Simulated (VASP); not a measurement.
Input:

```
SnSb
1.0
    0.00000     3.38153     3.38153
    3.38153     0.00000     3.38153
    3.38153     3.38153     0.00000
Sn Sb
1 1
Direct
  0.00000   0.00000   0.00000
  0.75000   0.75000   0.75000
```

Computed with PBEsol GGA with spin-orbit coupling, VASP's PBE PAW potentials (set 64) (plane waves; VASP 6.6.1). Settings: 400 eV cut-off, 9×9×9 Γ-centred mesh, Gaussian smearing of 0.050 eV, potentials Sn_d Sb.

### Question
Give the energies of bands 13 to 25 at the high-symmetry points, in eV from the Fermi level.

### Answer

```csv
band,Γ,X,U,L,W
13,-3.42,-7.89,-7.79,-7.18,-7.88
14,-3.42,-7.89,-7.74,-7.18,-7.82
15,-1.81,-3.33,-3.99,-2.47,-3.85
16,-1.81,-3.33,-3.91,-2.47,-3.69
17,-1.13,-3.23,-3.00,-2.03,-3.60
18,-1.13,-3.23,-2.98,-2.03,-3.57
19,-1.13,-0.22,-0.03,-1.59,1.22
20,-1.13,-0.22,0.02,-1.59,1.62
21,0.78,-0.05,1.84,1.98,1.80
22,0.78,-0.05,1.92,1.98,2.12
23,1.27,5.45,3.94,2.24,2.68
24,1.27,5.45,4.00,2.24,2.72
25,1.27,5.48,4.28,4.77,3.20
```

It has no gap at this level: it comes out as a metal or semimetal.

The structure comes from a computed database's SnSb entry (F-43m); how it stands against other phases isn't given here. It was relaxed first, which changed the volume by -7 %.
